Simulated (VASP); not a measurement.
All values below come from PBEsol GGA, VASP's PBE PAW potentials (set 64) (plane waves; VASP).

A VASP calculation is set up with these files.

**KPOINTS**
```
Automatic mesh
0
Gamma
10 10 10
0 0 0
```

**INCAR**
```
! general
SYSTEM =GaN
PREC   =Accurate
ENCUT  =620   ! plane-wave cut-off (eV)
LREAL  =.FALSE.   ! projection in real space or not
LASPH  =.TRUE.

! electronic loop
EDIFF  =1E-6   ! SCF stop (eV)
NELM   =100   ! most electronic steps
ALGO   =Normal   ! blocked Davidson
LMAXMIX=4   ! l cut-off of mixed one-centre charges

! smearing
ISMEAR =0   ! Gaussian
SIGMA  =0.05

! functional
GGA    =PS

! ions
IBRION =2
NSW    =40
ISIF   =3   ! ions, shape and volume
EDIFFG =-0.02
PSTRESS=300   ! kbar

! output
LWAVE  =.FALSE.
LCHARG =.FALSE.
```

POSCAR:
```
GaN
1
    0.0000000000     2.1832826545     2.1832826545
    2.1832826545     0.0000000000     2.1832826545
    2.1832826545     2.1832826545     0.0000000000
Ga N
1 1
Direct
  0.0000000000   0.0000000000   0.0000000000
  0.2500000000   0.2500000000   0.2500000000
```

POTCAR, in this order: Ga_d N (PBE.64 set). Program: vasp_std.

Output

File OSZICAR:
```
       N       E                     dE             d eps       ncg     rms          rms(c)
DAV:   1     0.927308655987E+02    0.92731E+02   -0.10713E+04  1328   0.279E+03
DAV:   2    -0.777383796354E+01   -0.10050E+03   -0.93962E+02  1405   0.388E+02
DAV:   3    -0.148890539640E+02   -0.71152E+01   -0.70701E+01  1377   0.949E+01
DAV:   4    -0.150014430656E+02   -0.11239E+00   -0.11232E+00  1420   0.128E+01
DAV:   5    -0.150031929032E+02   -0.17498E-02   -0.17498E-02  1358   0.148E+00    0.758E+00
DAV:   6    -0.130449970775E+02    0.19582E+01   -0.51533E+00  1878   0.533E+01    0.266E+00
DAV:   7    -0.130359400985E+02    0.90570E-02   -0.38060E-01  1232   0.722E+00    0.173E+00
DAV:   8    -0.130165419986E+02    0.19398E-01   -0.48562E-02  1530   0.384E+00    0.541E-01
DAV:   9    -0.130134724843E+02    0.30695E-02   -0.14520E-02  1849   0.333E+00    0.131E-01
DAV:  10    -0.130135282837E+02   -0.55799E-04   -0.11888E-03  1477   0.601E-01    0.380E-02
DAV:  11    -0.130135169147E+02    0.11369E-04   -0.11048E-04  1826   0.179E-01    0.134E-02
DAV:  12    -0.130135182230E+02   -0.13083E-05   -0.78428E-06  1362   0.408E-02    0.384E-03
DAV:  13    -0.130135181315E+02    0.91502E-07   -0.27257E-07   686   0.669E-03
   1 F= -.91161578E+01 E0= -.91161578E+01  d E =-.911616E+01
       N       E                     dE             d eps       ncg     rms          rms(c)
DAV:   1    -0.140702759887E+02   -0.10568E+01   -0.17004E+01  1452   0.119E+02    0.762E+00
DAV:   2    -0.128902568322E+02    0.11800E+01   -0.21112E+00  1497   0.642E+01    0.322E+00
DAV:   3    -0.126345990501E+02    0.25566E+00   -0.21378E-01  1538   0.168E+01    0.940E-01
DAV:   4    -0.125987512719E+02    0.35848E-01   -0.35842E-02  1539   0.348E+00    0.212E-01
DAV:   5    -0.125965511743E+02    0.22001E-02   -0.39212E-03  1440   0.895E-01    0.239E-02
DAV:   6    -0.125965398031E+02    0.11371E-04   -0.99013E-05  1404   0.144E-01    0.891E-03
DAV:   7    -0.125965410141E+02   -0.12110E-05   -0.58635E-06  1535   0.430E-02    0.272E-03
DAV:   8    -0.125965410879E+02   -0.73827E-07   -0.44131E-07   656   0.191E-02
   2 F= -.90608774E+01 E0= -.90608774E+01  d E =0.552804E-01
       N       E                     dE             d eps       ncg     rms          rms(c)
DAV:   1    -0.134795493898E+02   -0.88301E+00   -0.78129E+00  1412   0.918E+01    0.456E+00
DAV:   2    -0.130392117941E+02    0.44034E+00   -0.67120E-01  1467   0.299E+01    0.213E+00
DAV:   3    -0.129175953004E+02    0.12162E+00   -0.15178E-01  1447   0.165E+01    0.420E-01
DAV:   4    -0.129053892874E+02    0.12206E-01   -0.28527E-02  1542   0.313E+00    0.118E-01
DAV:   5    -0.129053030718E+02    0.86216E-04   -0.11650E-03  1489   0.956E-01    0.551E-02
DAV:   6    -0.129053092250E+02   -0.61532E-05   -0.10875E-04  1438   0.261E-01    0.742E-03
DAV:   7    -0.129053075225E+02    0.17025E-05   -0.11859E-05  1585   0.135E-01    0.699E-03
DAV:   8    -0.129053070086E+02    0.51389E-06   -0.18054E-06   824   0.273E-02
   3 F= -.91395988E+01 E0= -.91395988E+01  d E =-.234410E-01
```

OUTCAR:
```
------------------------ aborting loop because EDIFF is reached ----------------------------------------
  FORCE on cell =-STRESS in cart. coord.  units (eV):
  Direction    XX          YY          ZZ          XY          YZ          ZX
  --------------------------------------------------------------------------------------
  Total        3.7313864      3.7313864      3.7313864      0.0000000     -0.0000000      0.0000000
  in kB      297.2657081    297.2657081    297.2657081      0.0000000     -0.0000000      0.0000000
  external PRESSURE =      -2.7342919 kB  Pullay stress =     300.0000000 kB
  volume of cell :       20.11
      direct lattice vectors                 reciprocal lattice vectors
    -0.000000000  2.158416902  2.158416902    -0.231651262  0.231651262  0.231651262
     2.158416902 -0.000000000  2.158416902     0.231651262 -0.231651262  0.231651262
     2.158416902  2.158416902 -0.000000000     0.231651262  0.231651262 -0.231651262
  FREE ENERGIE OF THE ION-ELECTRON SYSTEM (eV)
  ---------------------------------------------------
  free  energy   TOTEN  =       -12.9053070086 eV

  energy  without entropy=      -12.9053070086  energy(sigma->0) =      -12.90530701
  enthalpy is  TOTEN    =        -9.1395987795 eV   P V=        3.7657082291

 reached required accuracy - stopping structural energy minimisation
```
(Selected blocks of OUTCAR.)

File CONTCAR:
```
GaN
   1.00000000000000
    -0.0000000000000000    2.1584169017550496    2.1584169017550496
     2.1584169017550496   -0.0000000000000000    2.1584169017550496
     2.1584169017550496    2.1584169017550496   -0.0000000000000000
  Ga              N
     1     1
Direct
     0.0000000000000000    0.0000000000000000    0.0000000000000000
     0.2500000000000000    0.2500000000000000    0.2500000000000000
```

Energy and stress use the plane-wave basis of the starting cell.

The structure was generated: GaN was put into the zinc blende type (F-43m), which need not be its known phase. This run relaxes it under an external pressure of 30 GPa. Symmetry was kept, so distortions that lower it aren't found.
